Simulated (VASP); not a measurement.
The system is GaBiSe4.

```
CELL_PARAMETERS angstrom
2.54553 -4.06657 0.00000
2.54553 4.06657 0.00000
0.00000 0.00000 8.90985
ATOMIC_POSITIONS crystal
Ga 0.00000 0.00000 0.00000
Bi 0.50000 0.50000 0.50000
Se 0.00000 0.00000 0.50000
Se 0.00000 0.00000 0.23881
Se 0.00000 0.00000 0.76119
Se 0.50000 0.50000 0.00000
```

The cell was built by a generator and needn't be a form met in nature.

```yaml
Program: VASP 6.6.1
Task: relaxation of cell and atoms
Functional: PBE
Potentials_or_basis: VASP PAW PBE potentials, release 64 (Ga_d, Bi_d, Se)
Cutoff: 520 eV
k_mesh: 3 × 3 × 2
Occupations: gaussian, width 0.15 eV
Spin: no spin polarisation
```

At the start: pressure 11.6 GPa; volume 30.74 Å³/atom.

How do energy, volume and symmetry change on relaxing?

Over 23 steps the energy falls by 421.5 meV/atom and the volume is 28.28 Å³/atom (-8.0 %); space group Cmmm (No. 65, to 0.05 Å).

The path:
```csv
step,energy change (eV),largest force (eV/Å),pressure (GPa),volume (Å³)
1,0.0000,1.0032,11.61,184.46
2,-0.9173,0.0070,-4.75,247.16
3,-1.7947,0.0231,-0.77,215.52
4,-1.7954,0.0236,-0.51,214.89
5,-1.8315,0.0013,-0.66,211.70
6,-1.8841,0.0366,-0.75,207.38
7,-2.0011,0.1044,-0.58,198.72
8,-2.2799,0.2999,0.18,181.38
9,-2.0167,0.1234,8.38,146.60
10,-2.4062,0.4212,1.29,170.53
11,-2.4135,0.4881,1.97,166.06
12,-2.4255,0.4892,2.10,165.34
13,-2.4438,0.4645,2.13,163.12
14,-2.4633,0.4366,1.71,164.20
15,-2.5030,0.3484,0.76,167.47
16,-2.5082,0.1897,-1.03,174.13
17,-2.5172,0.2601,-0.18,171.21
18,-2.5171,0.2510,-0.41,171.47
19,-2.5197,0.2273,-0.28,171.24
20,-2.5250,0.1471,-0.02,170.54
21,-2.5231,0.0537,0.20,169.14
22,-2.5263,0.0811,-0.06,170.02
23,-2.5293,0.0533,-0.01,169.65
```

Final structure:
```xyz
6
Lattice="2.7702 -3.0412 0.0000 2.7702 3.0412 0.0000 0.0000 0.0000 10.0691" Properties=species:S:1:pos:R:3 pbc="T T T"
Ga    0.0000    0.0000    0.0000
Bi    2.7702    0.0000    5.0346
Se    0.0000    0.0000    5.0346
Se    0.0000    0.0000    2.4755
Se    0.0000    0.0000    7.5936
Se    2.7702    0.0000    0.0000
```

Caveat: the k mesh is coarse (spacing up to 0.49 Å⁻¹), so the values aren't converged.
